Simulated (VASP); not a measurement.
Data:

```xyz
2
Lattice="0.0000 1.9996 1.9996 1.9996 0.0000 1.9996 1.9996 1.9996 0.0000" Properties=species:S:1:pos:R:3 pbc="T T T"
Li     0.0000     0.0000     0.0000
H      1.9996     1.9996     1.9996
```

The numbers are results of AM05 GGA, VASP's PBE PAW potentials (set 64) (plane waves; VASP), not measurements. Numerical set-up: 520 eV cut-off, Gaussian smearing of 0.050 eV, potentials Li_sv H.

Problem. Give the energies of bands 2 to 4 at the high-symmetry points, in eV from the valence-band maximum.

Solution. 
```json
[
 {"band": "2", "Γ": "-5.57", "X": "0.00", "U": "-0.55", "L": "-2.73", "W": "-0.24"},
 {"band": "3", "Γ": "16.18", "X": "2.72", "U": "3.88", "L": "4.72", "W": "5.02"},
 {"band": "4", "Γ": "17.73", "X": "10.64", "U": "7.39", "L": "13.58", "W": "5.02"}
]
```

The gap is direct, 2.72 eV, from the valence maximum at X to the conduction minimum at X.

The compound is LiH in the rock salt structure. It was relaxed first, which changed the volume by -6 %.
